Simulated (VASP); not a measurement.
```xyz
2
Lattice="3.2300 0.0000 0.0000 -1.6150 2.7973 0.0000 0.0000 0.0000 5.1200" Properties=species:S:1:pos:R:3 pbc="T T T"
Hf     0.0000     1.8648     1.2800
Hf     1.6150     0.9324     3.8400
```

Method: SCAN meta-GGA, VASP's PBE PAW potentials (set 64) (plane waves; VASP). Numerical set-up: 400 eV cut-off, 12×12×7 Γ-centred mesh, first-order Methfessel-Paxton smearing of 0.10 eV, potentials Hf_pv.

Energy and stress use the plane-wave basis of the starting cell.

Problem. The ions, cell shape and volume are relaxed. Which structure does the run end with?

Solution. 
```xyz
2
Lattice="3.1599 0.0000 0.0000 -1.5800 2.7366 0.0000 0.0000 0.0000 4.9745" Properties=species:S:1:pos:R:3 pbc="T T T"
Hf     0.0000     1.8244     1.2436
Hf     1.5800     0.9122     3.7309
```
Space group P6_3/mmc (194), at a tolerance of 0.03 Å.

Problem. How do energy and volume change from the first to the last step?

Solution. The energy (σ→0) changes by -40.6 meV/atom and the volume by -7.0 %, in 12 ionic steps.

The structure comes from a measured Hf entry (P6_3/mmc) of the Crystallography Open Database, whose conditions weren't checked. This run relaxes it. Symmetry was kept, so distortions that lower it aren't found.
